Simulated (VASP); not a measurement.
Here is the system:

```
CELL_PARAMETERS angstrom
      0.00000     3.14767     3.14767
      3.14767     0.00000     3.14767
      3.14767     3.14767     0.00000
ATOMIC_POSITIONS crystal
  Cd 0.00000 0.00000 0.00000
  Se 0.25000 0.25000 0.25000
```

The numbers are results of RPBE GGA, VASP's PBE PAW potentials (set 64) (plane waves; VASP), not measurements. Settings: 520 eV cut-off, 8×8×8 Γ-centred mesh, tetrahedra with Blöchl corrections, potentials Cd Se.

Problem. Predict the energy per atom (σ→0), band gap (on the k-mesh) with the smallest direct gap where there is one.

Solution. 
```yaml
band gap (on the k-mesh): 0.57 eV
smallest direct gap (on the k-mesh): 0.57 eV
energy per atom (σ→0): -2.440 eV/atom
```

Only differences to runs with the same potentials and settings are physical.

The compound is CdSe in the zinc blende structure, whereas wurtzite is the usual form. It was relaxed first, which changed the volume by +13 %.
